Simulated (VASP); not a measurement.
Data:

```
CELL_PARAMETERS angstrom
      1.51551    -2.62494     0.00000
      1.51551     2.62494     0.00000
      0.00000     0.00000     3.22816
ATOMIC_POSITIONS crystal
  Ti 0.00000 0.00000 0.00000
  B  0.33333 0.66667 0.50000
  B  0.66667 0.33333 0.50000
```

Calculation: PBE GGA, VASP's PBE PAW potentials (set 64) (plane waves; VASP 6.6.1). Numerical set-up: 600 eV cut-off, 10×10×10 Γ-centred mesh, first-order Methfessel-Paxton smearing of 0.10 eV, potentials Ti_sv B.

Energy and stress use the plane-wave basis of the starting cell.

Task: The ions, cell shape and volume at an external pressure of 30.0 GPa are relaxed. Which structure does the run end with?

Result: 
```
CELL_PARAMETERS angstrom
      1.47287    -2.55109     0.00000
      1.47287     2.55109     0.00000
      0.00000     0.00000     3.09631
ATOMIC_POSITIONS crystal
  Ti 0.00000 0.00000 0.00000
  B  0.33333 0.66667 0.50000
  B  0.66667 0.33333 0.50000
```
Space group P6/mmm (191), at a tolerance of 0.03 Å.

Task: How do energy and volume change from the first to the last step?

Result: The energy (σ→0) changes by +69.7 meV/atom and the volume by -9.4 %, in 9 ionic steps.

The compound is TiB2 in the AlB2 type structure. This run relaxes it under an external pressure of 30 GPa. Symmetry was kept, so distortions that lower it aren't found.
